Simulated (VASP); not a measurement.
An input for Quantum ESPRESSO's pw.x (written as the equivalent of a VASP run, and not itself run):

```
&CONTROL
  calculation = 'vc-relax'
  pseudo_dir = './pseudo'
  outdir = './out'
  tprnfor = .true.
  tstress = .true.
  nstep = 40
  forc_conv_thr = 0.00078
/
&SYSTEM
  ibrav = 0
  nat = 2
  ntyp = 1
  ecutwfc = 66
  occupations = 'smearing'
  smearing = 'methfessel-paxton'
  degauss = 0.00735
  input_dft = 'pbesol'
/
&ELECTRONS
  conv_thr = 7.3e-08
  electron_maxstep = 100
/
&IONS
/
&CELL
  press = 300
/
ATOMIC_SPECIES
  Bi 208.980 Bi.upf
CELL_PARAMETERS angstrom
     3.6614024   -2.1135966   -0.0693967
     3.6614024    2.1135966   -0.0693967
     2.5071420    0.0000000    3.4047341
ATOMIC_POSITIONS crystal
  Bi   0.2490946  0.2490946  0.2490946
  Bi   0.7509054  0.7509054  0.7509054
K_POINTS automatic
  11 11 11 0 0 0
```

Task: Translate this input to VASP (INCAR, KPOINTS, POSCAR, choice of POTCAR).

Result: One answer among several that fit: 
POSCAR:
```
Bi
1.0
  3.6614024288  -2.1135965762  -0.0693966618
  3.6614024288   2.1135965762  -0.0693966618
  2.5071419919   0.0000000000   3.4047340504
Bi
2
Cart
  2.4485870756   0.0000000000   0.8135283319
  7.3813597739  -0.0000000000   2.4524123949
```

INCAR:
```
SYSTEM = Bi
PREC = Accurate
ENCUT = 500
EDIFF = 1E-6
NELM = 100
ALGO = Normal
LREAL = .FALSE.
LASPH = .TRUE.
ISMEAR = 1
SIGMA = 0.1
GGA = PS
LMAXMIX = 4
LWAVE = .FALSE.
LCHARG = .FALSE.
IBRION = 2
ISIF = 3
NSW = 40
EDIFFG = -0.02
PSTRESS = 300
```

**KPOINTS**
```
Automatic
0
G
 11 11 11
0 0 0
```

POTCAR, in this order: Bi_d (PBE.64 set). Program: vasp_std.

Limits of the translation: the potentials are each code's own (VASP's PAW set, PseudoDojo norm-conserving files in pw.x), so ENCUT and ecutwfc are chosen apart and not converted; conv_thr bounds pw.x's estimated SCF error, while EDIFF bounds the energy change between steps; forc_conv_thr acts on force components and is met together with etot_conv_thr.

The compound is Bi in the a7 structure. This run relaxes it under an external pressure of 30 GPa. Symmetry was kept, so distortions that lower it aren't found.
